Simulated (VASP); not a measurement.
**Fermi-Dirac smearing in Pd**

How do entropy and free energy of the electrons in Pd grow with the Fermi-Dirac width, and how far does the Sommerfeld expansion hold?

Calculated with VASP 6.6.1; PBEsol; plane waves and PAW (Pd), in the first sound run; inputs show where later runs differ.

### Step 1. The starting structure

Symmetry: Fm-3m, No. 225, cubic system. The conventional cell has a = 3.890 Å, b = 3.890 Å, c = 3.890 Å, α = 90.00°, β = 90.00°, γ = 90.00°. Pd has 12 Pd at 2.75 Å nearest.

### Step 2. Relax the crystal, PBEsol

The cell is relaxed and then held.

This step took 2 runs in a row; the last is shown.

Level: PBEsol; plane waves and PAW (Pd).

Contents of INCAR:

```
SYSTEM = Pd
PREC = Accurate
ENCUT = 450
EDIFF = 1E-07
NELM = 120
ISMEAR = 1
SIGMA = 0.15
LREAL = .FALSE.
ALGO = Normal
GGA = PS
NBANDS = 11
LASPH = .TRUE.
LORBIT = 11
LWAVE = .FALSE.
LCHARG = .FALSE.
KPAR = 8
IBRION = 2
NSW = 40
ISIF = 3
EDIFFG = -0.005
POTIM = 0.4
```

Contents of POSCAR:

```
Pd
1.0
    0.0000000000      1.9370191929      1.9370191929
    1.9370191929      0.0000000000      1.9370191929
    1.9370191929      1.9370191929      0.0000000000
Pd
1
Direct
    0.0000000000      0.0000000000      0.0000000000
```

Contents of KPOINTS:

```
Automatic mesh
0
Gamma
19 19 19
0 0 0
```

Potentials, in the order of the species: Pd (PBE family, release 64).

Launch:

```
$ mpirun -np 8 vasp_std
```

Output:

```text
[banner, memory and clock lines left out]
running    8 mpi-ranks, on    1 nodes
[...]
|                                                                             |
|           W    W    AA    RRRRR   N    N  II  N    N   GGGG   !!!           |
|           W    W   A  A   R    R  NN   N  II  NN   N  G    G  !!!           |
|           W    W  A    A  R    R  N N  N  II  N N  N  G       !!!           |
|           W WW W  AAAAAA  RRRRR   N  N N  II  N  N N  G  GGG   !            |
|           WW  WW  A    A  R   R   N   NN  II  N   NN  G    G                |
|           W    W  A    A  R    R  N    N  II  N    N   GGGG   !!!           |
|                                                                             |
|     For optimal performance we recommend to set                             |
|       NCORE = 2 up to number-of-cores-per-socket                            |
|     NCORE specifies how many cores store one orbital (NPAR=cpu/NCORE).      |
|     This setting can greatly improve the performance of VASP for DFT.       |
[...]
|     You enforced a specific xc type in the INCAR file but a different       |
|     [... a line on the potential file left out ...]
|     I HOPE YOU KNOW WHAT YOU ARE DOING!                                     |
|                                                                             |

 LDA part: xc-table for (Slater+PW92), standard interpolation
 POSCAR, INCAR and KPOINTS ok, starting setup
[...]
entering main loop
       N       E                     dE             d eps       ncg     rms          rms(c)
DAV:   1     0.372919128042E+02    0.37292E+02   -0.47733E+03  4904   0.756E+02
DAV:   2    -0.583701794501E+01   -0.43129E+02   -0.41726E+02  5517   0.171E+02
DAV:   3    -0.634563438442E+01   -0.50862E+00   -0.50578E+00  5817   0.194E+01
DAV:   4    -0.634797252112E+01   -0.23381E-02   -0.23378E-02  5837   0.141E+00
[...]
DAV:  10    -0.595783353507E+01   -0.51480E-05   -0.50723E-06  6037   0.210E-02    0.118E-02
DAV:  11    -0.595783284332E+01    0.69175E-06   -0.12159E-07  6021   0.351E-03    0.106E-03
DAV:  12    -0.595783288431E+01   -0.40993E-07   -0.28734E-09  4052   0.352E-04
   1 F= -.59578329E+01 E0= -.59570273E+01  d E =-.595783E+01
[...]
reached required accuracy - stopping structural energy minimisation
```

Run time: 4.8 s. Hardware: 8 MPI ranks of Intel Xeon 6975P-C (Granite Rapids), shared host; peak memory 1.1 GiB.

The logs omit lines about the potential files and the build; timing stands in the text.

Parts of OUTCAR (step 2):

```text
  Total       -0.0003451     -0.0003451     -0.0003451      0.0000000      0.0000000      0.0000000
  in kB       -0.0380336     -0.0380336     -0.0380336      0.0000000      0.0000000      0.0000000
  external PRESSURE =      -0.0380336 kB  Pullay stress =       0.0000000 kB

 POSITION                                       TOTAL-FORCE (eV/Angst)
 -----------------------------------------------------------------------------------
      0.00000      0.00000      0.00000         0.000000      0.000000      0.000000
 -----------------------------------------------------------------------------------
    total drift:                                0.000000      0.000000      0.000000

  FREE ENERGIE OF THE ION-ELECTRON SYSTEM (eV)
  ---------------------------------------------------
  free  energy   TOTEN  =        -5.9578328843 eV

  energy  without entropy=       -5.9554161722  energy(sigma->0) =       -5.95702731

 reached required accuracy - stopping structural energy minimisation

[... 3 further parts left out ...]
[key lines of the parts left out:]
E-fermi :   9.8869
```

Numbers from this step:

| Item | Value |
| --- | --- |
| energy(sigma→0) of the program | -5.9570 eV |
| stress, compression positive | xx, yy, zz 0.00, 0.00, 0.00 GPa |
| volume | 14.536 Å³ |
| ionic steps | 1 |

### Step 3. Tetrahedra, PBEsol

Tetrahedra give the density of states at the Fermi level without smearing.

Level: PBEsol; plane waves and PAW (Pd).

Contents of INCAR:

```
SYSTEM = Pd
PREC = Accurate
ENCUT = 450
EDIFF = 1E-08
NELM = 100
ISMEAR = -5
SIGMA = 0.15
LREAL = .FALSE.
ALGO = Normal
GGA = PS
NBANDS = 13
LASPH = .TRUE.
LORBIT = 11
LWAVE = .FALSE.
LCHARG = .FALSE.
KPAR = 2
ISIF = 2
NEDOS = 3001
```

POSCAR is that of step 2.

Contents of KPOINTS:

```
Automatic mesh
0
Gamma
34 34 34
0 0 0
```

Launch:

```
$ mpirun -np 2 vasp_std
```

Output:

```text
[banner, memory and clock lines left out]
running    2 mpi-ranks, on    1 nodes
[...]
[... a notice as in an earlier step ...]

 LDA part: xc-table for (Slater+PW92), standard interpolation
 POSCAR, INCAR and KPOINTS ok, starting setup
[...]
entering main loop
       N       E                     dE             d eps       ncg     rms          rms(c)
DAV:   1     0.396417863182E+02    0.39642E+02   -0.45354E+03 27797   0.637E+02
DAV:   2    -0.574299460876E+01   -0.45385E+02   -0.43917E+02 33622   0.160E+02
DAV:   3    -0.634827115987E+01   -0.60528E+00   -0.60401E+00 35217   0.189E+01
DAV:   4    -0.635026410152E+01   -0.19929E-02   -0.19931E-02 34363   0.115E+00
[...]
DAV:  11    -0.595958044946E+01    0.25856E-06   -0.28353E-08 34584   0.133E-03    0.484E-04
DAV:  12    -0.595958049155E+01   -0.42090E-07   -0.13309E-09 26401   0.257E-04    0.289E-05
DAV:  13    -0.595958049557E+01   -0.40251E-08   -0.49846E-11 17447   0.619E-05
   1 F= -.59595805E+01 E0= -.59595805E+01  d E =0.000000E+00
|                                                                             |
|           W    W    AA    RRRRR   N    N  II  N    N   GGGG   !!!           |
|           W    W   A  A   R    R  NN   N  II  NN   N  G    G  !!!           |
|           W    W  A    A  R    R  N N  N  II  N N  N  G       !!!           |
|           W WW W  AAAAAA  RRRRR   N  N N  II  N  N N  G  GGG   !            |
|           WW  WW  A    A  R   R   N   NN  II  N   NN  G    G                |
|           W    W  A    A  R    R  N    N  II  N    N   GGGG   !!!           |
|                                                                             |
|     Tetrahedron method does not include variations of the Fermi             |
|     occupations, so forces and stress will be inaccurate. We suggest        |
|     using a different smearing scheme ISMEAR = 1 or 2 for metals in         |
|     relaxations.                                                            |
|                                                                             |
```

Wall time 49 s (2 MPI ranks); peak memory 0.52 GiB; 94 s of CPU time.

OUTCAR, selected parts (step 3):

```text
  Total       -0.0133463     -0.0133463     -0.0133463      0.0000000      0.0000000     -0.0000000
  in kB       -1.4710880     -1.4710880     -1.4710880      0.0000000      0.0000000     -0.0000000
  external PRESSURE =      -1.4710880 kB  Pullay stress =       0.0000000 kB

 POSITION                                       TOTAL-FORCE (eV/Angst)
 -----------------------------------------------------------------------------------
      0.00000      0.00000      0.00000         0.000000     -0.000000     -0.000000
 -----------------------------------------------------------------------------------
    total drift:                                0.000000      0.000000      0.000000

  FREE ENERGIE OF THE ION-ELECTRON SYSTEM (eV)
  ---------------------------------------------------
  free  energy   TOTEN  =        -5.9595804956 eV

  energy  without entropy=       -5.9595804956  energy(sigma->0) =       -5.95958050

[... 1 part as in an earlier step ...]

[... 2 further parts left out ...]
[key lines of the parts left out:]
E-fermi :   9.8615
```

Numbers from this step:

```
energy(sigma→0) of the program : -5.9596 eV
```

The run ends at a pressure of -0.15 GPa.

### Step 4. Electron temperature, PBEsol

One member in full: SIGMA = 0.025 eV.

Level: PBEsol; plane waves and PAW (Pd).

INCAR: that of step 3 with these lines changed.

```diff
@@ -5,4 +5,4 @@
 NELM = 100
-ISMEAR = -5
-SIGMA = 0.15
+ISMEAR = -1
+SIGMA = 0.025
 LREAL = .FALSE.
@@ -17,2 +17 @@
 ISIF = 2
-NEDOS = 3001
```

POSCAR is that of step 3.

KPOINTS is that of step 3.

Launch:

```
$ mpirun -np 2 vasp_std
```

Output:

```text
[... set-up lines as in an earlier step ...]
 entering main loop
       N       E                     dE             d eps       ncg     rms          rms(c)
DAV:   1     0.396288532985E+02    0.39629E+02   -0.45354E+03 27797   0.637E+02
DAV:   2    -0.574550275893E+01   -0.45374E+02   -0.43632E+02 33622   0.160E+02
DAV:   3    -0.635104161527E+01   -0.60554E+00   -0.60294E+00 35217   0.189E+01
DAV:   4    -0.635303424771E+01   -0.19926E-02   -0.19925E-02 34363   0.115E+00
[...]
DAV:  11    -0.596208917531E+01    0.31416E-06   -0.28439E-08 34564   0.133E-03    0.456E-04
DAV:  12    -0.596208919052E+01   -0.15214E-07   -0.13640E-09 26505   0.262E-04    0.295E-05
DAV:  13    -0.596208919207E+01   -0.15503E-08   -0.50671E-11 17442   0.621E-05
   1 F= -.59620892E+01 E0= -.59594477E+01  d E =-.528297E-02
```

Run time: 47 s. Hardware: 2 MPI ranks; peak memory 0.5 GiB.

From OUTCAR (step 4):

```text
  LATTYP: Found a face centered cubic cell.
 ALAT       =     3.8740383858

 Subroutine GETGRP returns: Found 48 space group operations
 (whereof 48 operations were pure point group operations)

The static configuration has the point symmetry O_h .

 Found   1059 irreducible k-points:

   dimension x,y,z NGX =    20 NGY =   20 NGZ =   20
   dimension x,y,z NGXF=    40 NGYF=   40 NGZF=   40

   ENCUT  =  450.0 eV  33.07 Ry    5.75 a.u.   4.74  4.74  4.74*2*pi/ulx,y,z

   NELECT =      10.0000    total number of electrons

 E-fermi :   9.8604

 k-point     1 :       0.0000    0.0000    0.0000
  band No.  band energies     occupation
    ...
      2       6.9446      2.00000
      3       6.9446      2.00000
      4       6.9446      2.00000
      5       8.6175      2.00000
      6       8.6175      2.00000
      7      27.0027      0.00000
      8      31.8579      0.00000
      9      31.8579      0.00000
     10      31.8579      0.00000
     11      35.9069      0.00000
    ...

 k-point     2 :       0.0294    0.0000    0.0000
  band No.  band energies     occupation
    ...
      2       6.9325      2.00000
      3       6.9562      2.00000
      4       6.9562      2.00000
      5       8.6117      2.00000
      6       8.6117      2.00000
      7      27.0393      0.00000
      8      31.6210      0.00000
      9      31.8959      0.00000
     10      31.8959      0.00000
     11      35.9258      0.00000
    ...

  Total       -0.0144595     -0.0144595     -0.0144595      0.0000000      0.0000000      0.0000000
  in kB       -1.5937893     -1.5937893     -1.5937893      0.0000000      0.0000000      0.0000000
  external PRESSURE =      -1.5937893 kB  Pullay stress =       0.0000000 kB

 POSITION                                       TOTAL-FORCE (eV/Angst)
 -----------------------------------------------------------------------------------
      0.00000      0.00000      0.00000         0.000000     -0.000000      0.000000
 -----------------------------------------------------------------------------------
    total drift:                                0.000000      0.000000      0.000000

  FREE ENERGIE OF THE ION-ELECTRON SYSTEM (eV)
  ---------------------------------------------------
  free  energy   TOTEN  =        -5.9620891921 eV

  energy  without entropy=       -5.9568062198  energy(sigma->0) =       -5.95944771

 total charge
# of ion       s       p       d       tot
------------------------------------------
    1        0.490   0.500   8.466   9.456

[... 2 parts as in an earlier step ...]

[... 7 further parts left out ...]
```

Read from the output:

```
energy(sigma→0) of the program : -5.9594 eV
stress, compression positive   : xx, yy, zz -0.16, -0.16, -0.16 GPa
```

The run ends at a pressure of -0.16 GPa.

### Step 5. The whole series

The other members went through these steps as far as the tables show, on the same mesh; 7 runs are not shown. The session took 0.25 core hours (wall time by ranks) on a shared machine.

```csv
width kT (eV),temperature (K),free energy less that of the narrowest width (meV/atom),TS (meV/atom),pressure (GPa),shift of the Fermi level (eV)
0.025,290,0.000,5.283,-0.159,0.000
0.050,580,-7.509,19.092,-0.028,0.011
0.075,870,-18.796,38.727,0.136,0.024
0.100,1160,-33.125,62.649,0.314,0.038
0.150,1741,-68.982,119.930,0.683,0.068
0.200,2321,?,?,1.072,0.103
0.300,3481,-218.287,351.798,1.966,0.186
```

### Step 6. The Sommerfeld expansion

At low temperature TS = (π²/3) g (kT)², so TS, twice the difference of energy(sigma→0) and the free energy, over (π²/3)(kT)² is an effective density of states: 2.569, 2.321, 2.093, 1.904, 1.620, 1.188 states/eV/atom in the rows shown.

A least-squares parabola through the 6 rows shown, with σ the width in eV: g = 17.89 σ² − 10.79 σ + 2.816 (states/eV/atom), r.m.s. residual 0.012 states/eV/atom.

For the withheld row, σ = 0.2, the fit gives 1.375 states/eV/atom.

### Step 7. Prediction against calculation

The calculation gives 1.425 states/eV/atom, so the prediction is 0.050 states/eV/atom too low, more than twice the residual of the fit.

The parabola in σ is an empirical guide, not the expansion itself. Tetrahedra give g = 2.565 states/eV/atom at the Fermi level, the limit that the series should reach at zero width.

### Step 8. Outcome

```yaml
density_of_states_at_the_fermi_level_tetrahedra: 2.56 states/eV/atom
sommerfeld_coefficient_from_it: 6.05 mJ per mole of atoms and K²
pressure_at_the_widest_setting: 1.97 GPa
error_of_the_predicted_g: -0.050 states/eV/atom
```

**Reading.** Against the tetrahedron value, the effective density of states stands at +0 % at 0.025 eV, -9 % at 0.05 eV, -26 % at 0.1 eV, -54 % at 0.3 eV. At the widest setting the states within reach are sparser than those at the Fermi level. The bare coefficient lacks the electron-phonon enhancement of measured heat capacities.

[Lines on the potential files, build, host, timing and source positions are cut from VASP's logs without a mark.]

[Logs are printed without paths, hosts, clocks, repeated set-up lines and the standing remarks that a program may print on its own settings, such as how far it seeks lower states.]

[Hosts, paths, dates, database ids (printed as entryN), source tags and the programs' standing remarks are cut or masked in the printed files.]
